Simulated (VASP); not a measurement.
Consider the following.

```
MnS
1.0
    3.17200     0.00000     0.00000
    0.00000     3.17200     0.00000
    0.00000     0.00000     3.17200
Mn S
1 1
Direct
  0.00000   0.00000   0.00000
  0.50000   0.50000   0.50000
```
Starting moments (μB, in the order of the record's atoms Mn S): 4.0 0.0.

Level of theory: r2SCAN meta-GGA, VASP's PBE PAW potentials (set 64) (plane waves; VASP 6.6.1). Run with 400 eV cut-off, 10×10×10 Γ-centred mesh, first-order Methfessel-Paxton smearing of 0.10 eV, potentials Mn_pv S.

Energy and stress use the plane-wave basis of the starting cell. The moments were started parallel, and other spin orders were not tried in this run.

Task: The ions, cell shape and volume are relaxed. What does this cell relax into?

Result: 
```
MnS
1.0
    3.22306     0.00000     0.00000
    0.00000     3.22306     0.00000
    0.00000     0.00000     3.22306
Mn S
1 1
Cartesian
  0.00000   0.00000   0.00000
  1.61153   1.61153   1.61153
```
Space group Pm-3m (221), at a tolerance of 0.03 Å. The cell ends with 4.91 μB, on the sites 4.43 0.16 μB.

Task: How do energy and volume change from the first to the last step?

Result: The energy (σ→0) changes by -9.6 meV/atom and the volume by +4.9 %, in 3 ionic steps.

The structure was generated: MnS was put into the CsCl type type (Pm-3m), which need not be its known phase. This run relaxes it. Symmetry was kept, so distortions that lower it aren't found.
